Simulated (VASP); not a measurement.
# BFH2 in VASP: notebook

Aim: see how the results for BFH2 move with the level of theory and the settings. Levels: PBE, PBE+TS, B3LYP+D4. Tasks: single point, relaxation of the atoms, atomic charges, electron localisation function.

Everything below comes from runs of VASP 6.6.1. Logs are shortened: lines on timing, memory, paths and dates and some standing lists are left out, and cuts for length are marked.

**1. The molecule as given**

The cell holds a molecule in a box, 4 atoms: a = 12.000 Å, b = 11.000 Å, c = 11.000 Å, α = 90.00°, β = 90.00°, γ = 90.00°.

**2. Single point, PBE (atoms moved at random, drawn with an rms of 0.05 Å)**

Input file INCAR:

```
SYSTEM = BH2F
PREC = Accurate
ENCUT = 520
EDIFF = 1E-6
ISMEAR = 0
SIGMA = 0.01
LREAL = .False.
LASPH = .True.
NELM = 80
ALGO = Fast
ISIF = 2
LWAVE = .False.
LCHARG = .False.
GGA = PE
NBANDS = 14
```

Input file KPOINTS:

```
Automatic mesh
0
Gamma
  1 1 1
  0 0 0
```

Input file POSCAR:

```
BH2F
1.0
   12.0000000000      0.0000000000      0.0000000000
    0.0000000000     11.0000000000      0.0000000000
    0.0000000000      0.0000000000     11.0000000000
B F H
1 1 2
Direct
    0.4965110000      0.4954990000      0.5074620000
    0.5851050000      0.4634940000      0.5680390000
    0.4140090000      0.4316140000      0.5288310000
    0.5028120000      0.5742630000      0.4346070000
```

Potentials or basis: VASP PAW PBE potentials, release 64 (B, F, H).

Command:

```sh
$ cat potpaw_PBE.64/B/POTCAR potpaw_PBE.64/F/POTCAR potpaw_PBE.64/H/POTCAR > POTCAR
$ mpirun -np 1 vasp_gam > vasp.out
```

OUTCAR:

```text
SYSTEM = BH2F
   PREC = Accurate
   ENCUT = 520
   EDIFF = 1E-6
   ISMEAR = 0
   LREAL = .False.
   LASPH = .True.
   NELM = 80
   ISIF = 2
   GGA = PE

 ion  position               nearest neighbor table
   1  0.497  0.495  0.507-   4 1.18   3 1.24   2 1.30
   2  0.585  0.463  0.568-   1 1.30
   3  0.414  0.432  0.529-   1 1.24
   4  0.503  0.574  0.435-   1 1.18

  LATTYP: Found a simple tetragonal cell.
 ALAT       =    11.0000000000
 C/A-ratio  =     1.0909090909

  Lattice vectors:

 A1 = (   0.0000000000,  11.0000000000,   0.0000000000)
 A2 = (   0.0000000000,   0.0000000000,  11.0000000000)
 A3 = (  12.0000000000,   0.0000000000,   0.0000000000)

Analysis of symmetry for initial positions (statically):
=====================================================================
 Subroutine PRICEL returns:
 Original cell was already a primitive cell.

 Routine SETGRP: Setting up the symmetry group for a
 simple tetragonal supercell.

 Subroutine GETGRP returns: Found  1 space group operations
 (whereof  1 operations were pure point group operations)
 out of a pool of 16 trial point group operations.

The static configuration has the point symmetry C_1 .

Analysis of symmetry for dynamics (positions and initial velocities):
=====================================================================
 Subroutine PRICEL returns:
 Original cell was already a primitive cell.

 Routine SETGRP: Setting up the symmetry group for a
 simple tetragonal supercell.

 Subroutine GETGRP returns: Found  1 space group operations
 (whereof  1 operations were pure point group operations)
 out of a pool of 16 trial point group operations.

The dynamic configuration has the point symmetry C_1 .

 Subroutine INISYM returns: Found  1 space group operations
 (whereof  1 operations are pure point group operations),
 and found     1 'primitive' translations

----------------------------------------------------------------------------------------

                                     Primitive cell

  volume of cell :    1452.0000

  direct lattice vectors                    reciprocal lattice vectors
    12.000000000  0.000000000  0.000000000     0.083333333  0.000000000  0.000000000
     0.000000000 11.000000000  0.000000000     0.000000000  0.090909091  0.000000000
     0.000000000  0.000000000 11.000000000     0.000000000  0.000000000  0.090909091

  length of vectors
    12.000000000 11.000000000 11.000000000     0.083333333  0.090909091  0.090909091

  position of ions in fractional coordinates (direct lattice)
     0.496511000  0.495499000  0.507462000
     0.585105000  0.463494000  0.568039000
     0.414009000  0.431614000  0.528831000
     0.502812000  0.574263000  0.434607000

  ion indices of the primitive-cell ions
   primitive index   ion index
                 1           1
                 2           2
                 3           3
                 4           4

----------------------------------------------------------------------------------------

 KPOINTS: Automatic mesh

Automatic generation of k-mesh.
 Grid dimensions read from file:
 generate k-points for:    1    1    1

 Generating k-lattice:

  Cartesian coordinates                     Fractional coordinates (reciprocal lattice)
     0.083333333  0.000000000  0.000000000     1.000000000  0.000000000  0.000000000
     0.000000000  0.090909091  0.000000000     0.000000000  1.000000000  0.000000000
     0.000000000  0.000000000  0.090909091     0.000000000  0.000000000  1.000000000

  Length of vectors
     0.083333333  0.090909091  0.090909091

  Shift w.r.t. Gamma in fractional coordinates (k-lattice)
     0.000000000  0.000000000  0.000000000

 Subroutine IBZKPT returns following result:
 ===========================================

 Found      1 irreducible k-points:

 Following reciprocal coordinates:
            Coordinates               Weight
  0.000000  0.000000  0.000000      1.000000
   k-points           NKPTS =      1   k-points in BZ     NKDIM =      1   number of bands    NBANDS=     14
   number of dos      NEDOS =    301   number of ions     NIONS =      4
   total plane-waves  NPLWV = 635040
   dimension x,y,z NGX =    90 NGY =   84 NGZ =   84
   dimension x,y,z NGXF=   180 NGYF=  168 NGZF=  168
   ions per type =               1   1   2
   NGX,Y,Z   is equivalent  to a cutoff of  12.47, 12.70, 12.70 a.u.
   NGXF,Y,Z  is equivalent  to a cutoff of  24.94, 25.39, 25.39 a.u.
 SYSTEM =  BH2F
   PREC   = accura    normal or accurate (medium, high low for compatibility)
   ISTART =      0    job   : 0-new  1-cont  2-samecut
   ICHARG =      2    charge: 1-file 2-atom 10-const
   ISPIN  =      1    spin polarized calculation?
   LNONCOLLINEAR =      F non collinear calculations
   LSORBIT =      F    spin-orbit coupling
   LASPH  =      T    aspherical Exc in radial PAW
   ENCUT  =  520.0 eV  38.22 Ry    6.18 a.u.  22.31 20.45 20.45*2*pi/ulx,y,z
   NELM   =     80;   NELMIN=  2; NELMDL= -5     # of ELM steps
   EDIFF  = 0.1E-05   stopping-criterion for ELM
   LREAL  =      F    real-space projection
   EDIFFG = 0.1E-04   stopping-criterion for IOM
   NSW    =      0    number of steps for IOM
   IBRION =     -1    ionic relax: 0-MD 1-quasi-New 2-CG
   NFREE  =      0    steps in history (QN), initial steepest desc. (CG)
   ISIF   =      2    stress and relaxation
   ISYM   =      2    0-nonsym 1-usesym 2-fastsym
   POTIM  = 0.5000    time-step for ionic-motion
   TEBEG  =    0.0;   TEEND  =   0.0 temperature during run
   PSTRESS=    0.0 pullay stress
   NELECT =      12.0000    total number of electrons
   NUPDOWN=      -1.0000    fix difference up-down
   EMIN   =  10.00;   EMAX   =-10.00  energy-range for DOS
   EFERMI =   0.00;   METHOD = LEGACY
   ISMEAR =     0;   SIGMA  =   0.01  broadening in eV -4-tet -1-fermi 0-gaus
   EFERMI_NEDOS =   21; number of points for ismear=-14 and -15
   IALGO  =     68    algorithm
   IMIX   =      4    mixing-type and parameters
     AMIX     =   0.40;   BMIX     =  1.00
     AMIX_MAG =   1.60;   BMIX_MAG =  1.00
  volume/ion in A,a.u.               =     363.00      2449.64
  Fermi-wavevector in a.u.,A,eV,Ry     =   0.330989  0.625478  1.490565  0.109553
  Thomas-Fermi vector in A             =   1.226762
   LORBIT       =      0    0 simple, 1 ext, 2 COOP (PROOUT), +10 PAW based schemes
   GGA     = PE    functional components
   LHFCALC =     F    Hartree Fock is set to
   AEXX    =    0.0000 exact exchange contribution
   IVDW    =     0    specifies the selected vdW correction
   LEPSILON=     F    determine dielectric tensor
   LRPA    =     F    only Hartree local field effects (RPA)
 non-spin polarized calculation
 RMM-DIIS sequential band-by-band and
 Gauss-broadening in eV      SIGMA  =   0.01
  energy-cutoff  :      520.00
  volume of cell :     1452.00
 maximum number of plane-waves:     19579
 NGX is ok and might be reduce to    90
   NGX = 45   NGY = 41   NGZ = 41

 number of electron      12.0000004 magnetization

 Free energy of the ion-electron system (eV)
  ---------------------------------------------------
  ext. energy  EPLUGINS =         0.00000000
  ---------------------------------------------------
  free energy    TOTEN  =       -18.30426946 eV

  energy without entropy =      -18.30426946  energy(sigma->0) =      -18.30426946

 E-fermi :  -7.5396     XC(G=0):  -0.5306

 val. band max:       -7.6007626190   @ k =   0.0000   0.0000   0.0000
 cond. band min:      -2.1355973031   @ k =   0.0000   0.0000   0.0000
 fundamental gap:      5.4651653159
 Fermi energy:        -7.5396439278

 k-point     1 :       0.0000    0.0000    0.0000
  band No.  band energies     occupation
      1     -30.8222      2.00000
      2     -13.7730      2.00000
      3     -11.5730      2.00000
      4     -11.2893      2.00000
      5     -10.7740      2.00000
      6      -7.6008      2.00000
      7      -2.1356      0.00000
      8      -0.2510      0.00000
      9       0.4445      0.00000
     10       0.8122      0.00000
     11       0.8713      0.00000
     12       1.0731      0.00000
     13       1.1026      0.00000
     14       1.1484      0.00000

------------------------ aborting loop because EDIFF is reached ----------------------------------------

  FORCE on cell =-STRESS in cart. coord.  units (eV):
  Direction    XX          YY          ZZ          XY          YZ          ZX
  --------------------------------------------------------------------------------------
  -------------------------------------------------------------------------------------
  Total        0.9470578     -0.0785526      0.4981974     -0.6601406     -0.2751379      0.9078910
  in kB        1.0450101     -0.0866771      0.5497249     -0.7284175     -0.3035949      1.0017922
  external PRESSURE =       0.5026859 kB  Pullay stress =       0.0000000 kB

 VOLUME and BASIS-vectors are now :
 -----------------------------------------------------------------------------
  energy-cutoff  :      520.00
  volume of cell :     1452.00
      direct lattice vectors                 reciprocal lattice vectors
    12.000000000  0.000000000  0.000000000     0.083333333  0.000000000  0.000000000
     0.000000000 11.000000000  0.000000000     0.000000000  0.090909091  0.000000000
     0.000000000  0.000000000 11.000000000     0.000000000  0.000000000  0.090909091

 POSITION                                       TOTAL-FORCE (eV/Angst)
 -----------------------------------------------------------------------------------
      5.95813      5.45049      5.58208        -1.570205     -0.892326     -0.218068
      7.02126      5.09843      6.24843         1.258757     -0.112524      0.667986
      4.96811      4.74775      5.81714         0.309291      0.577745     -0.219284
      6.03374      6.31689      4.78068         0.002156      0.427105     -0.230635
 -----------------------------------------------------------------------------------
    total drift:                                0.001460     -0.001039      0.000359

  FREE ENERGIE OF THE ION-ELECTRON SYSTEM (eV)
  ---------------------------------------------------
  free  energy   TOTEN  =       -18.3042694575 eV

  energy  without entropy=      -18.3042694575  energy(sigma->0) =      -18.30426946
```

It took 70 s on 1 thread of Intel Xeon 6975P-C (Granite Rapids), shared host; peak memory 1.1 GiB.

What came out:

```
Free energy                     : -18.3043 eV
Largest force                   : 1.819 eV/Å
Gap between the frontier levels : 5.47 eV
```

Forces on the atoms (eV/Å):
```
B   -1.570 -0.892 -0.218
F    1.259 -0.113  0.668
H    0.309  0.578 -0.219
H    0.002  0.427 -0.231
```

Levels at points of the mesh, in eV from the valence-band top:
```csv
k point,band 4,band 5,band 6,band 7,band 8,band 9
"(0.00, 0.00, 0.00)",-3.69,-3.17,0.00,5.47,7.35,8.05
```

**3. Relaxation of the atoms, PBE (atoms moved at random, drawn with an rms of 0.02 Å)**

Input file INCAR:

```
PREC = Accurate
ENCUT = 520
EDIFF = 1E-7
ISMEAR = 0
SIGMA = 0.01
LREAL = False
LASPH = True
NELM = 80
ALGO = Normal
ISIF = 2
LWAVE = False
LCHARG = False
GGA = PE
IBRION = 2
NSW = 60
EDIFFG = -0.01
```

Input file KPOINTS:

```
Automatic mesh
0
Gamma
  1 1 1
```

Input file POSCAR:

```
BH2F
1.0
   12.0000000000      0.0000000000      0.0000000000
    0.0000000000     11.0000000000      0.0000000000
    0.0000000000      0.0000000000     11.0000000000
B F H
1 1 2
Direct
    0.4968800000      0.4901230000      0.5097400000
    0.5867700000      0.4653480000      0.5696080000
    0.4156310000      0.4328900000      0.5287010000
    0.5015540000      0.5711100000      0.4358640000
```

Potentials or basis: VASP PAW PBE potentials, release 64 (B, F, H).

Command:

```sh
$ cat potpaw_PBE.64/B/POTCAR potpaw_PBE.64/F/POTCAR potpaw_PBE.64/H/POTCAR > POTCAR
$ mpirun -np 1 vasp_gam > vasp.out
```

It took 8.2 min on 1 thread of Intel Xeon 6975P-C (Granite Rapids), shared host; peak memory 1.2 GiB.

Results (log left out):

```yaml
Free_energy: -18.3572 eV
Energy_gained_by_relaxing: 11.1 meV/atom
Ionic_steps: 13
Largest_force_after_relaxing: 0.010 eV/Å
Gap_between_the_frontier_levels: 5.46 eV
```

Forces on the atoms (eV/Å):
```
B   -0.008  0.002  0.005
F    0.002 -0.001 -0.001
H    0.003 -0.002 -0.001
H    0.003  0.000 -0.003
```

Step by step:
```tsv
step	energy change (eV)	largest force (eV/Å)	pressure (GPa)
1	0.0000	1.8444	0.10
2	0.2309	4.2004	-0.13
3	-0.0391	0.4207	0.02
4	-0.0391	0.4245	0.02
5	-0.0425	0.3898	-0.01
6	-0.0438	0.1752	0.00
7	-0.0440	0.1610	-0.02
8	-0.0444	0.0264	-0.01
9	-0.0445	0.0259	-0.01
10	-0.0445	0.0357	-0.01
11	-0.0445	0.0221	-0.01
12	-0.0445	0.0147	-0.01
13	-0.0445	0.0096	-0.01
```

Final structure:
```xyz
4
Lattice="12.0000 0.0000 0.0000 0.0000 11.0000 0.0000 0.0000 0.0000 11.0000" Properties=species:S:1:pos:R:3 pbc="T T T"
B     5.9565    5.4003    5.5916
F     7.0615    5.1123    6.2810
H     4.9721    4.7495    5.8229
H     6.0199    6.2921    4.7876
```

Levels at points of the mesh, in eV from the valence-band top:
| k point | band 2 | band 3 | band 4 | band 5 | band 6 | band 7 | band 8 | band 9 | band 10 |
| --- | --- | --- | --- | --- | --- | --- | --- | --- | --- |
| (0.00, 0.00, 0.00) | -5.94 | -3.64 | -3.35 | -3.12 | 0.00 | 5.46 | 7.45 | 8.12 | 8.52 |

[end of part 1 of 2]
